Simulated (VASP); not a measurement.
```
Li2S
1.0
    0.00000     2.81938     2.81938
    2.81938     0.00000     2.81938
    2.81938     2.81938     0.00000
Li S
2 1
Direct
  0.25000   0.25000   0.25000
  0.75000   0.75000   0.75000
  0.00000   0.00000   0.00000
```

Computed with PBE GGA with D4 dispersion, VASP's PBE PAW potentials (set 64) (plane waves; VASP). Numerical set-up: 520 eV cut-off, 7×7×7 Γ-centred mesh, Gaussian smearing of 0.050 eV, potentials Li_sv S.

Question: Predict the energy per atom (σ→0).

Answer: 
```json
{
 "energy per atom (σ→0)": "-4.110 eV/atom"
}
```

Total energies compare only between runs with the same potentials, cut-off and functional.

The compound is Li2S in the antifluorite structure. It was relaxed first.
